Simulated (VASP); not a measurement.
```
TaZr3C4
1.0
    4.60614     0.00000     0.00000
    0.00000     4.60614     0.00000
    0.00000     0.00000     4.60614
Zr C Ta
3 4 1
Direct
  0.00000   0.00000   0.00000
  0.50000   0.50000   0.00000
  0.50000   0.00000   0.50000
  0.50000   0.50000   0.50000
  0.00000   0.00000   0.50000
  0.00000   0.50000   0.00000
  0.50000   0.00000   0.00000
  0.00000   0.50000   0.50000
```

All values below come from PBEsol GGA, VASP's PBE PAW potentials (set 64) (plane waves; VASP). Run with 520 eV cut-off, 6×6×6 Γ-centred mesh, first-order Methfessel-Paxton smearing of 0.10 eV, potentials Zr_sv C Ta_pv.

Unless said otherwise, spin-orbit coupling is left out, though it shifts the bands of the heavy elements here.

Task: Predict the energy per atom (σ→0), band gap (on the k-mesh) with the smallest direct gap where there is one.

Result: 
- band gap (on the k-mesh) = none (metal, semimetal or under 0.01 eV)
- energy per atom (σ→0) = -10.660 eV/atom

Total energies compare only between runs with the same potentials, cut-off and functional.

The structure was generated: TaZr3C4 was put into an ordered model structure (Pm-3m), which need not be its known phase. It was relaxed first. The start is the result of an earlier pass. The electron count is odd and the run is not spin-polarised, which forces a metal.
